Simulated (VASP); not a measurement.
```
HfC
1.0
    0.00000     2.31714     2.31714
    2.31714     0.00000     2.31714
    2.31714     2.31714     0.00000
Hf C
1 1
Direct
  0.00890   0.97634   0.00273
  0.49110   0.52367   0.49727
```

These are PBEsol GGA, VASP's PBE PAW potentials (set 64) (plane waves; VASP) values and carry that method's errors. Run with 560 eV cut-off, 12×12×12 Γ-centred mesh, Gaussian smearing of 0.20 eV, potentials Hf_pv C.

Question: The ions, cell shape and volume are relaxed. What does this cell relax into?

Answer: 
```
HfC
1.0
   -0.00002     2.30282     2.30281
    2.30262     0.00018     2.30261
    2.30283     2.30285    -0.00005
Hf C
1 1
Direct
  0.99995   0.00014   0.99999
  0.50005   0.49986   0.50001
```
Space group Fm-3m (225), at a tolerance of 0.03 Å.

Question: How do energy and volume change from the first to the last step?

Answer: The energy (σ→0) changes by -35.5 meV/atom and the volume by -1.9 %, in 12 ionic steps.

The structure comes from a computed database's HfC entry; how it stands against other phases isn't given here. In the starting cell atoms are displaced from their ideal sites. This run relaxes it. The run is one of a series of settings (EDIFFG = -0.01, ENCUT = 560, IBRION = 2, ISIF = 3, NSW = 50 against the base run), some of them coarse on purpose.
